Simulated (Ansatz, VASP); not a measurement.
# Ba3Zn: VASP beside Ansatz

```
Ba Zn
1.0
     4.98899    0.00000    0.00000
     0.00000    4.98899    0.00000
     0.00000    0.00000    4.98899
Ba Zn
3 1
Direct
  0.00000 0.50000 0.50000
  0.50000 0.00000 0.50000
  0.50000 0.50000 0.00000
  0.00000 0.00000 0.00000
```

Alike in both runs: task single point; functional PBE; k mesh 4 × 4 × 4; occupations gaussian, width 0.1 eV; no spin polarisation.

|  | VASP | Ansatz |
| --- | --- | --- |
| version | VASP 6.6.1 | Ansatz 0.2.0 |
| potentials or method | VASP PAW PBE potentials, release 64 (Ba_sv, Zn) | scalar-relativistic, plane waves, PAW |
| plane-wave cutoff (eV) | 520 | 420 |
| valence electrons in the cell | 42 | 42 |

Ansatz gave:

| Quantity | Value |
| --- | --- |
| gap on the k mesh at the Fermi level (eV) | none |
| pressure (GPa) | 8.5 |

Q: Which values does VASP return?

A: gap on the k mesh at the Fermi level (eV): none; pressure (GPa): 9.5.

A gap of «none» marks a metal or a gap that the smearing closes.

The runs have no spin-orbit coupling, so splittings on Ba are missing.
